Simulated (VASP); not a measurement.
```
CELL_PARAMETERS angstrom
      0.00000     3.33000     3.33000
      3.33000     0.00000     3.33000
      3.33000     3.33000     0.00000
ATOMIC_POSITIONS crystal
  Sr 0.00000 0.00000 0.00000
  Te 0.50000 0.50000 0.50000
```

All values below come from PBE GGA with D3 dispersion (Becke-Johnson damping), VASP's PBE PAW potentials (set 64) (plane waves; VASP). Run with 520 eV cut-off, 6×6×6 Γ-centred mesh, Gaussian smearing of 0.050 eV, potentials Sr_sv Te.

### Question
The ions, cell shape and volume are relaxed. Which structure does the run end with?

### Answer

```
CELL_PARAMETERS angstrom
      0.00000     3.31232     3.31232
      3.31232     0.00000     3.31232
      3.31232     3.31232     0.00000
ATOMIC_POSITIONS crystal
  Sr 0.00000 0.00000 0.00000
  Te 0.50000 0.50000 0.50000
```
Space group Fm-3m (225), at a tolerance of 0.03 Å.

### Question
How do energy and volume change from the first to the last step?

### Answer
The energy (σ→0) changes by -1.0 meV/atom and the volume by -1.6 %, in 3 ionic steps.

The compound is SrTe in the rock salt structure. This run relaxes it. Symmetry was kept, so distortions that lower it aren't found.
